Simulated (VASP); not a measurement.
Data:

```
CELL_PARAMETERS angstrom
      0.00000     2.39671     2.39671
      2.39671     0.00000     2.39671
      2.39671     2.39671     0.00000
ATOMIC_POSITIONS crystal
  Zr 0.00000 0.00000 0.00000
  C  0.50000 0.50000 0.50000
```

The numbers are results of vdW-DF2, VASP's PBE PAW potentials (set 64) (plane waves; VASP), not measurements. Run with 520 eV cut-off, Gaussian smearing of 0.050 eV, potentials Zr_sv C.

Q: What does the run give for the band gap (along the path) with the smallest direct gap where there is one?

A: 
| Property | Value |
|---|---|
| band gap (along the path) | none (metal, semimetal or under 0.01 eV) |

The absolute energy has meaning only against runs of the same code, potentials and settings.

The compound is ZrC in the rock salt structure. It was relaxed first, which changed the volume by +6 %.
